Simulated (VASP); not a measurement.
# AsRu under strain, part 3 of 4

How does the pressure of AsRu answer to a change of volume? The bands are shown for each cell. All runs use PBEsol. Left out of this account: 1 further run (fields: a reference on another mesh). The start is a computed cell from the Materials Project.

VASP 6.6.1; PBEsol; plane waves and PAW (As, Ru_pv).

Still holding for the runs below: Spin-orbit coupling is off here; it would split degenerate levels.

So far, pressure (GPa): step 2 (bands, cell as listed) -4.13; step 3 (cell volume +4.0 %) -11.2; step 4 (cell volume +8.0 %) -16.8.

## 5. Bands, sheared, principal strains -2.5, +0.8, +1.7 %

The cell is sheared at fixed volume, which lowers its symmetry.

Contents of INCAR:

```
SYSTEM = AsRu
PREC = Accurate
ENCUT = 400
EDIFF = 1E-06
NELM = 100
ISMEAR = -1
SIGMA = 0.05
LREAL = .FALSE.
ALGO = Normal
GGA = PS
NBANDS = 59
LASPH = .TRUE.
LORBIT = 11
LWAVE = .FALSE.
LCHARG = .FALSE.
KPAR = 8
```

Contents of POSCAR:

```
AsRu
1.0
    5.7991980000      0.0519390000      0.0373580000
    0.0302920000      3.3398810000     -0.0500970000
    0.0415110000     -0.0954460000      6.3020320000
As Ru
4 4
Direct
    0.6962201500      0.2500000000      0.0699048100
    0.3037798500      0.7500000000      0.9300951900
    0.1962201500      0.2500000000      0.4300951900
    0.8037798500      0.7500000000      0.5699048100
    0.4945708900      0.2500000000      0.7044635600
    0.5054291100      0.7500000000      0.2955364400
    0.9945708900      0.2500000000      0.7955364400
    0.0054291100      0.7500000000      0.2044635600
```

Contents of KPOINTS:

```
Automatic mesh
0
Gamma
5 9 5
0 0 0
```

Contents of KPOINTS_OPT:

```
Line mode
12
Line-mode
Reciprocal
  0.00000000   0.00000000  -0.50000000 X
  0.00000000   0.00000000   0.00000000 GAMMA

  0.00000000   0.00000000   0.00000000 GAMMA
 -0.50000000   0.00000000   0.00000000 Y

 -0.50000000   0.00000000  -0.50000000 L
  0.00000000   0.00000000   0.00000000 GAMMA

  0.00000000   0.00000000   0.00000000 GAMMA
  0.50000000   0.50000000   0.00000000 Z

  0.50000000   0.50000000  -0.50000000 N
  0.00000000   0.00000000   0.00000000 GAMMA

  0.00000000   0.00000000   0.00000000 GAMMA
  0.00000000   0.50000000   0.00000000 M

  0.00000000   0.50000000  -0.50000000 R
  0.00000000   0.00000000   0.00000000 GAMMA
```

The projector-augmented-wave data sets are As and Ru_pv (PBE family, release 64).

Run with:

```sh
> mpirun -np 8 vasp_std
```

What it wrote:

```text
[... set-up lines as in an earlier step ...]
 entering main loop
       N       E                     dE             d eps       ncg     rms          rms(c)
DAV:   1     0.667331638388E+03    0.66733E+03   -0.35986E+04 14430   0.106E+03
DAV:   2    -0.350465036204E+02   -0.70238E+03   -0.66882E+03 14586   0.350E+02
DAV:   3    -0.646261244135E+02   -0.29580E+02   -0.28906E+02 15256   0.719E+01
DAV:   4    -0.650149021610E+02   -0.38878E+00   -0.38801E+00 15177   0.744E+00
DAV:   5    -0.650251023111E+02   -0.10200E-01   -0.10199E-01 18127   0.113E+00    0.269E+01
DAV:   6    -0.636488748492E+02    0.13762E+01   -0.63445E+00 14459   0.151E+01    0.855E+00
DAV:   7    -0.635173111948E+02    0.13156E+00   -0.26647E+00 14061   0.859E+00    0.858E+00
DAV:   8    -0.637249256361E+02   -0.20761E+00   -0.66595E+00 14428   0.825E+00    0.789E+00
DAV:   9    -0.632065198455E+02    0.51841E+00   -0.15282E+00 14412   0.501E+00    0.552E-01
DAV:  10    -0.632033638747E+02    0.31560E-02   -0.23374E-02 15553   0.660E-01    0.375E-01
DAV:  11    -0.632031006688E+02    0.26321E-03   -0.25223E-03 15736   0.267E-01    0.170E-01
DAV:  12    -0.632030632441E+02    0.37425E-04   -0.25505E-04 15726   0.869E-02    0.333E-02
DAV:  13    -0.632030583804E+02    0.48637E-05   -0.44540E-05 16458   0.262E-02    0.111E-02
DAV:  14    -0.632030572932E+02    0.10872E-05   -0.33651E-06 13636   0.751E-03    0.587E-03
DAV:  15    -0.632030568983E+02    0.39486E-06   -0.54490E-07  8163   0.372E-03
   1 F= -.63203057E+02 E0= -.63178522E+02  d E =-.490689E-01
 Start KPOINTS_OPT (optional k-point list driver)
k-point batch [1-84\84]
       N       E                     dE             ncg
DAV:   1     0.233108304295E+05   -0.57529E+05    10712
DAV:   2    -0.362059415638E+05   -0.59517E+05    10868
DAV:   3    -0.386244055265E+05   -0.24185E+04    11478
DAV:   4    -0.386579717389E+05   -0.33566E+02    11520
DAV:   5    -0.386589826519E+05   -0.10109E+01    14121
DAV:   6    -0.386590140043E+05   -0.31352E-01    12338
DAV:   7    -0.386590143820E+05   -0.37770E-03    13343
DAV:   8    -0.386590143885E+05   -0.65200E-05     7738
DAV:   9    -0.386590143891E+05   -0.55671E-06     7311
```

Wall time 3 min (8 MPI ranks of AMD EPYC 7R13 (Zen 3), shared host); peak memory 5.7 GiB.

OUTCAR, selected parts (step 5):

```text
   k-points           NKPTS =    113   k-points in BZ     NKDIM =    113   number of bands    NBANDS=     59

   ENCUT  =  400.0 eV  29.40 Ry    5.42 a.u.   9.46  5.45 10.28*2*pi/ulx,y,z

   NELECT =      76.0000    total number of electrons

 E-fermi :   9.7303

 k-point     1 :       0.0000    0.0000    0.0000
  band No.  band energies     occupation
    ...
     35       8.8263      2.00000
     36       8.9312      2.00000
     37       9.1041      1.99999
     38       9.2603      1.99983
     39       9.4263      1.99543
     40      10.3797      0.00000
     41      10.9402      0.00000
     42      11.8634      0.00000
     43      12.1319      0.00000
     44      12.2555      0.00000
    ...

  Total       -4.9611199     -2.7926588     -1.1628330     -1.4569775      2.7899570     -0.9029790
  in kB      -65.1424273    -36.6692555    -15.2686829    -19.1309724     36.6337788    -11.8566456
  external PRESSURE =     -39.0267886 kB  Pullay stress =       0.0000000 kB

 POSITION                                       TOTAL-FORCE (eV/Angst)
 -----------------------------------------------------------------------------------
      4.04799      0.86446      0.45403         0.002375     -0.328763     -0.062129
      1.82301      2.43191      5.83527        -0.002375      0.328763      0.062129
      1.16335      0.80411      2.70528         0.072227      0.166307      0.025974
      4.70765      2.49226      3.58401        -0.072227     -0.166307     -0.025974
      2.90493      0.79342      4.44550         0.125320     -0.197587     -0.223270
      2.96607      2.50295      1.84379        -0.125320      0.197587      0.223270
      5.80831      0.81070      5.03813         0.163974      0.057146      0.072422
      0.06269      2.48568      1.25117        -0.163974     -0.057146     -0.072422
 -----------------------------------------------------------------------------------
    total drift:                               -0.000000     -0.000000     -0.000000

  FREE ENERGIE OF THE ION-ELECTRON SYSTEM (eV)
  ---------------------------------------------------
  free  energy   TOTEN  =       -63.2030568983 eV

  energy  without entropy=      -63.1539880045  energy(sigma->0) =      -63.17852245

[... 1 part as in an earlier step ...]

[... 14 further parts left out ...]
```

The path and its labels are those of the sheared lattice, so a letter need not mean the same point as in the unstrained cell.

This step gave:

```
SCF cycles              : 15
irreducible k-points    : 113
symmetry operations     : 2
free energy (TOTEN)     : -63.2031 eV
energy at zero smearing : -63.1785 eV
Fermi energy            : 9.730 eV
pressure                : -3.903 GPa
```

The electronic bands at the labelled points (eV, zero at the Fermi level; # counts the bands kept, so #1 is VASP's band 17):

```tsv
point	#19	#20	#21	#22	#23	#24	#25	#26
X	-1.21	-1.18	-0.66	-0.64	1.35	1.36	1.74	1.78
0.55 of the way	-1.32	-0.83	-0.65	-0.52	0.51	0.70	1.44	1.93
Γ	-0.90	-0.80	-0.63	-0.47	-0.30	0.65	1.21	2.13
0.55 of the way	-1.09	-0.75	-0.55	-0.35	0.46	0.78	0.79	2.31
Y	-0.81	-0.77	-0.64	-0.63	0.29	0.38	2.30	2.33
jump to L	-1.10	-1.08	-0.43	-0.39	1.23	1.30	1.34	1.39
0.55 of the way	-1.03	-0.89	-0.62	-0.47	0.57	1.09	1.29	2.01
Γ	-0.90	-0.80	-0.63	-0.47	-0.30	0.65	1.21	2.13
0.55 of the way	-1.27	-0.70	-0.19	-0.04	0.16	0.78	1.50	1.66
Z	-0.46	-0.37	-0.03	0.00	0.03	0.04	1.45	1.56
jump to N	-0.81	-0.81	-0.08	-0.03	0.02	0.03	2.36	2.36
0.45 of the way	-0.96	-0.78	-0.42	-0.21	0.40	0.97	1.05	1.52
Γ	-0.90	-0.80	-0.63	-0.47	-0.30	0.65	1.21	2.13
0.45 of the way	-0.99	-0.92	-0.44	-0.26	-0.09	0.96	1.63	1.92
M	-0.81	-0.77	-0.10	-0.10	0.16	0.16	1.40	1.41
jump to R	-0.94	-0.92	-0.07	-0.03	0.00	0.04	1.25	1.29
0.45 of the way	-0.97	-0.91	-0.40	-0.24	0.05	1.06	1.08	1.89
Γ	-0.90	-0.80	-0.63	-0.47	-0.30	0.65	1.21	2.13
```

Of the projections kept (As, Ru), the largest for each band there; the rest of the weight can lie on other orbitals:

```tsv
point	#19	#20	#21	#22	#23	#24	#25	#26
X	Ru 0.89	Ru 0.88	Ru 0.99	Ru 0.99	Ru 0.86	Ru 0.88	Ru 0.59	Ru 0.56
Γ	Ru 0.90	Ru 0.97	Ru 0.52	Ru 0.93	Ru 0.93	Ru 0.91	Ru 0.56	Ru 0.80
Y	Ru 0.93	Ru 0.95	Ru 0.98	Ru 0.97	Ru 0.67	Ru 0.69	Ru 0.55	Ru 0.55
L	Ru 0.96	Ru 0.96	Ru 0.87	Ru 0.86	Ru 0.77	Ru 0.77	Ru 0.52	Ru 0.53
Γ	Ru 0.90	Ru 0.97	Ru 0.52	Ru 0.93	Ru 0.93	Ru 0.91	Ru 0.56	Ru 0.80
Z	Ru 0.91	Ru 0.90	Ru 0.96	Ru 0.96	Ru 0.96	Ru 0.96	Ru 0.80	Ru 0.80
```

Force by atom:

```tsv
atom	x (eV/Å)	y (eV/Å)	z (eV/Å)	size
As1	0.002	-0.329	-0.062	0.335
As2	-0.002	0.329	0.062	0.335
As3	0.072	0.166	0.026	0.183
As4	-0.072	-0.166	-0.026	0.183
Ru5	0.125	-0.198	-0.223	0.323
Ru6	-0.125	0.198	0.223	0.323
Ru7	0.164	0.057	0.072	0.188
Ru8	-0.164	-0.057	-0.072	0.188
```

 The pressure is -3.90 GPa, and the symmetry operations fall from 8 to 2.

## 6. Bands, volume times 0.96

The cell is compressed evenly, with fractional positions held.

INCAR is that of step 5.

POSCAR, as its differences from that of step 5:

```diff
@@ -2,5 +2,5 @@
 1.0
-    5.7991980000      0.0519390000      0.0373580000
-    0.0302920000      3.3398810000     -0.0500970000
-    0.0415110000     -0.0954460000      6.3020320000
+    5.6540411557      0.0000000000      0.0000000000
+    0.0000000000      3.2975999637      0.0000000000
+    0.0000000000      0.0000000000      6.2826169778
 As Ru
```

KPOINTS is that of step 5.

Contents of KPOINTS_OPT:

```
Line mode
12
Line-mode
Reciprocal
  0.00000000   0.00000000   0.00000000 GAMMA
  0.00000000  -0.50000000   0.00000000 X

  0.00000000  -0.50000000   0.00000000 X
 -0.50000000  -0.50000000   0.00000000 S

 -0.50000000  -0.50000000   0.00000000 S
 -0.50000000   0.00000000   0.00000000 Y

 -0.50000000   0.00000000   0.00000000 Y
  0.00000000   0.00000000   0.00000000 GAMMA

  0.00000000   0.00000000   0.00000000 GAMMA
  0.00000000   0.00000000  -0.50000000 Z

  0.00000000   0.00000000  -0.50000000 Z
  0.00000000  -0.50000000  -0.50000000 U

  0.00000000  -0.50000000  -0.50000000 U
 -0.50000000  -0.50000000  -0.50000000 R

 -0.50000000  -0.50000000  -0.50000000 R
 -0.50000000   0.00000000  -0.50000000 T

 -0.50000000   0.00000000  -0.50000000 T
  0.00000000   0.00000000  -0.50000000 Z

 -0.50000000   0.00000000   0.00000000 Y
 -0.50000000   0.00000000  -0.50000000 T

  0.00000000  -0.50000000  -0.50000000 U
  0.00000000  -0.50000000   0.00000000 X

 -0.50000000  -0.50000000   0.00000000 S
 -0.50000000  -0.50000000  -0.50000000 R
```

Run with:

```sh
> mpirun -np 8 vasp_std
```

What it wrote:

```text
[... set-up lines as in an earlier step ...]
 entering main loop
       N       E                     dE             d eps       ncg     rms          rms(c)
DAV:   1     0.678336839313E+03    0.67834E+03   -0.35885E+04  5646   0.106E+03
DAV:   2    -0.353598015078E+02   -0.71370E+03   -0.68034E+03  5821   0.354E+02
DAV:   3    -0.646629764631E+02   -0.29303E+02   -0.28706E+02  6122   0.727E+01
DAV:   4    -0.650308184495E+02   -0.36784E+00   -0.36716E+00  6036   0.737E+00
DAV:   5    -0.650406408836E+02   -0.98224E-02   -0.98209E-02  7141   0.112E+00    0.297E+01
DAV:   6    -0.636536291768E+02    0.13870E+01   -0.56138E+00  5807   0.145E+01    0.969E+00
DAV:   7    -0.633870204591E+02    0.26661E+00   -0.98715E-01  5613   0.642E+00    0.792E+00
DAV:   8    -0.632705575277E+02    0.11646E+00   -0.29742E-01  5953   0.309E+00    0.662E-01
DAV:   9    -0.632699322067E+02    0.62532E-03   -0.72974E-03  6450   0.351E-01    0.425E-01
DAV:  10    -0.632696074483E+02    0.32476E-03   -0.17304E-03  5865   0.234E-01    0.105E-01
DAV:  11    -0.632695316171E+02    0.75831E-04   -0.23122E-04  6088   0.778E-02    0.334E-02
DAV:  12    -0.632695331555E+02   -0.15384E-05   -0.25092E-05  6428   0.196E-02    0.739E-03
DAV:  13    -0.632695318718E+02    0.12837E-05   -0.33153E-06  5539   0.955E-03    0.362E-03
DAV:  14    -0.632695315992E+02    0.27257E-06   -0.16275E-07  3316   0.196E-03
   1 F= -.63269532E+02 E0= -.63246900E+02  d E =-.452635E-01
 Start KPOINTS_OPT (optional k-point list driver)
k-point batch [1-45\144]
       N       E                     dE             ncg
DAV:   1     0.117884756849E+05   -0.54720E+05     5710
DAV:   2    -0.201989085102E+05   -0.31987E+05     5828
DAV:   3    -0.214949518489E+05   -0.12960E+04     6154
DAV:   4    -0.215123057906E+05   -0.17354E+02     6131
DAV:   5    -0.215127990065E+05   -0.49322E+00     7432
DAV:   6    -0.215128175857E+05   -0.18579E-01     6659
DAV:   7    -0.215128177669E+05   -0.18117E-03     6882
DAV:   8    -0.215128177709E+05   -0.39989E-05     4084
DAV:   9    -0.215128177712E+05   -0.36626E-06     3848
[...]
k-point batch [136-144\144]
       N       E                     dE             ncg
DAV:   1     0.575849260530E+05   -0.19484E+05     1142
DAV:   2     0.511848370495E+05   -0.64001E+04     1161
DAV:   3     0.509259371420E+05   -0.25890E+03     1201
DAV:   4     0.509228306701E+05   -0.31065E+01     1256
DAV:   5     0.509227591103E+05   -0.71560E-01     1471
DAV:   6     0.509227574700E+05   -0.16403E-02     1332
DAV:   7     0.509227574597E+05   -0.10303E-04     1326
DAV:   8     0.509227574596E+05   -0.96108E-07      772
```

The job ended after 2.4 min (8 MPI ranks; peak memory 3.1 GiB).

OUTCAR, selected parts (step 6):

```text
   ENCUT  =  400.0 eV  29.40 Ry    5.42 a.u.   9.22  5.38 10.25*2*pi/ulx,y,z

   NELECT =      76.0000    total number of electrons

 E-fermi :  10.3515

 k-point     1 :       0.0000    0.0000    0.0000
  band No.  band energies     occupation
    ...
     35       9.3969      2.00000
     36       9.4432      2.00000
     37       9.6262      2.00000
     38       9.9162      1.99967
     39      10.0261      1.99702
     40      11.1563      0.00000
     41      11.7564      0.00000
     42      12.6436      0.00000
     43      12.8862      0.00000
     44      13.0911      0.00000
    ...

  Total        3.5365871      2.7919732      4.4641969     -0.0000000      0.0000000      0.0000000
  in kB       48.3723767     38.1877708     61.0599439     -0.0000000      0.0000000      0.0000000
  external PRESSURE =      49.2066971 kB  Pullay stress =       0.0000000 kB

 POSITION                                       TOTAL-FORCE (eV/Angst)
 -----------------------------------------------------------------------------------
      3.93646      0.82440      0.43919        -0.050872     -0.000000     -0.088634
      1.71758      2.47320      5.84343         0.050872     -0.000000      0.088634
      1.10944      0.82440      2.70212        -0.050872     -0.000000      0.088634
      4.54460      2.47320      3.58049         0.050872     -0.000000     -0.088634
      2.79632      0.82440      4.42587         0.227604      0.000000     -0.211553
      2.85772      2.47320      1.85674        -0.227604      0.000000      0.211553
      5.62334      0.82440      4.99805         0.227604      0.000000      0.211553
      0.03070      2.47320      1.28457        -0.227604     -0.000000     -0.211553
 -----------------------------------------------------------------------------------
    total drift:                               -0.000000     -0.000000     -0.000000

  FREE ENERGIE OF THE ION-ELECTRON SYSTEM (eV)
  ---------------------------------------------------
  free  energy   TOTEN  =       -63.2695315992 eV

  energy  without entropy=      -63.2242680660  energy(sigma->0) =      -63.24689983

[... 5 parts as in an earlier step ...]

[... 11 further parts left out ...]
```

This step gave:

```yaml
scf_cycles: 14
irreducible_k_points: 45
symmetry_operations: 8
free_energy_toten: -63.2695 eV
energy_at_zero_smearing: -63.2469 eV
fermi_energy: 10.35 eV
pressure: 4.921 GPa
```

The electronic bands at the labelled points (eV, zero at the Fermi level; # counts the bands kept, so #1 is VASP's band 17):

```tsv
point	#19	#20	#21	#22	#23	#24	#25	#26
Γ	-0.95	-0.91	-0.73	-0.44	-0.33	0.80	1.40	2.29
0.55 of the way	-1.12	-0.97	-0.43	-0.27	0.00	1.18	1.81	1.85
X	-0.89	-0.89	-0.13	-0.13	0.18	0.18	1.52	1.52
0.55 of the way	-0.48	-0.48	-0.09	-0.09	0.07	0.07	1.48	1.48
S	-0.46	-0.46	0.00	0.00	0.00	0.00	1.61	1.61
0.45 of the way	-0.89	-0.89	-0.08	-0.08	0.58	0.58	1.49	1.49
Y	-0.82	-0.82	-0.70	-0.70	0.50	0.50	2.41	2.41
0.45 of the way	-1.17	-0.84	-0.57	-0.35	0.64	0.81	0.94	2.53
Γ	-0.95	-0.91	-0.73	-0.44	-0.33	0.80	1.40	2.29
0.45 of the way	-1.44	-0.86	-0.67	-0.51	0.48	0.85	1.63	2.12
Z	-1.24	-1.24	-0.65	-0.65	1.50	1.50	1.94	1.94
0.55 of the way	-1.00	-1.00	-0.54	-0.54	0.79	0.79	1.63	1.63
U	-0.96	-0.96	-0.03	-0.03	0.00	0.00	1.33	1.33
0.45 of the way	-0.86	-0.86	-0.03	-0.03	0.02	0.02	1.55	1.55
R	-0.92	-0.92	-0.01	-0.01	-0.01	-0.01	2.55	2.55
0.45 of the way	-0.97	-0.97	-0.20	-0.20	0.68	0.68	1.33	1.33
T	-1.16	-1.16	-0.41	-0.41	1.39	1.39	1.54	1.54
0.55 of the way	-0.82	-0.82	-0.73	-0.73	1.24	1.24	2.03	2.03
Z	-1.24	-1.24	-0.65	-0.65	1.50	1.50	1.94	1.94
jump to Y	-0.82	-0.82	-0.70	-0.70	0.50	0.50	2.41	2.41
0.45 of the way	-0.91	-0.91	-0.67	-0.67	0.77	0.77	2.22	2.22
T	-1.16	-1.16	-0.41	-0.41	1.39	1.39	1.54	1.54
jump to U	-0.96	-0.96	-0.03	-0.03	0.00	0.00	1.33	1.33
0.55 of the way	-0.98	-0.98	-0.09	-0.09	0.11	0.11	1.32	1.32
X	-0.89	-0.89	-0.13	-0.13	0.18	0.18	1.52	1.52
jump to S	-0.46	-0.46	0.00	0.00	0.00	0.00	1.61	1.61
```

Of the projections kept (As, Ru), the largest for each band there; the rest of the weight can lie on other orbitals:

```tsv
point	#19	#20	#21	#22	#23	#24	#25	#26
Γ	Ru 0.90	Ru 0.98	As 0.54	Ru 0.96	Ru 0.93	Ru 0.90	Ru 0.53	Ru 0.76
X	Ru 0.88	Ru 0.88	Ru 0.96	Ru 0.96	Ru 0.98	Ru 0.98	Ru 0.92	Ru 0.92
S	Ru 0.91	Ru 0.91	Ru 0.96	Ru 0.96	Ru 0.96	Ru 0.96	Ru 0.78	Ru 0.78
Y	Ru 0.94	Ru 0.94	Ru 0.98	Ru 0.98	Ru 0.65	Ru 0.65	Ru 0.54	Ru 0.54
Γ	Ru 0.90	Ru 0.98	As 0.54	Ru 0.96	Ru 0.93	Ru 0.90	Ru 0.53	Ru 0.76
Z	Ru 0.88	Ru 0.88	Ru 0.98	Ru 0.98	Ru 0.85	Ru 0.85	Ru 0.57	Ru 0.57
```

Force by atom:

```tsv
atom	x (eV/Å)	y (eV/Å)	z (eV/Å)	size
As1	-0.051	0.000	-0.089	0.102
As2	0.051	0.000	0.089	0.102
As3	-0.051	0.000	0.089	0.102
As4	0.051	0.000	-0.089	0.102
Ru5	0.228	0.000	-0.212	0.311
Ru6	-0.228	0.000	0.212	0.311
Ru7	0.228	0.000	0.212	0.311
Ru8	-0.228	0.000	-0.212	0.311
```

 The pressure is 4.92 GPa.

For the pressure, step 2 gave -4.13 GPa; this run, with cell volume -4.0 %, gives 4.92 GPa.

(Part 3 of 4 ends here.)

[Lines on the potential files, build, host, timing and source positions are cut from VASP's logs without a mark.]

[Logs are printed without paths, hosts, clocks, repeated set-up lines and the standing remarks that a program may print on its own settings, such as how far it seeks lower states.]

[Hosts, paths, dates, database ids (printed as entryN), source tags and the programs' standing remarks are cut or masked in the printed files.]

[A measured line is paired with the nearest computed mode of its activity, which favours agreement.]
